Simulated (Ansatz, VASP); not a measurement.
**Ta3AsAu2O13: VASP beside Ansatz**

```
Ta As Au O
1.0
     5.34074    0.00000    0.00000
    -2.67037    4.62522    0.00000
     0.00000    0.00000    9.38347
Ta As Au O
3 1 2 13
Cartesian
  0.0000 0.0000 1.8211
  0.0000 0.0000 7.5623
  2.6704 1.5417 0.0000
  0.0000 0.0000 4.6917
  0.0000 3.0835 2.5737
  0.0000 3.0835 6.8098
  0.0000 0.0000 0.0000
  -1.3148 4.4924 3.4158
  -0.5628 1.2404 3.4158
  1.8776 3.5176 3.4158
  -1.3148 4.4924 5.9677
  -0.5628 1.2404 5.9677
  1.8776 3.5176 5.9677
  1.1611 1.5460 8.0552
  3.4214 0.2325 8.0552
  3.4288 2.8467 8.0552
  1.1611 1.5460 1.3283
  3.4214 0.2325 1.3283
  3.4288 2.8467 1.3283
```

Change from the starting cell: volume scaled by 0.94.

Alike in both runs: task single point; functional PBE; k mesh 6 × 6 × 3; occupations fermi-dirac, width 0.05 eV; no spin polarisation.

|  | VASP | Ansatz |
| --- | --- | --- |
| version | VASP 6.6.1 | Ansatz 0.2.0 |
| potentials or method | VASP PAW PBE potentials, release 64 (Ta_pv, As, Au, O) | Ansatz PAW |
| plane-wave cutoff (eV) | 520 | 420 |
| valence electrons in the cell | 138 | 170 |

|  | VASP | Ansatz | Ansatz less VASP |
| --- | --- | --- | --- |
| gap on the k mesh at the Fermi level (eV) | none | none | - |
| pressure (GPa) | 13.9 | 13.1 | -0.82 |
| largest component of the traceless stress (GPa) | 2.73 | 2.27 | -0.456 |
| rms of the force components (eV/Å) | 0.389 | 0.355 | -0.0339 |

Atom by atom the forces differ by 0.040 eV/Å (rms over components). A gap of «none» marks a metal or a gap that the smearing closes. The two sets of potentials don't hold the same shells in valence.

Caveats: the pressure holds a Pulay correction of +0.7 GPa for the finite cutoff (Ansatz). The runs have no spin-orbit coupling, so splittings on Au, Ta are missing.
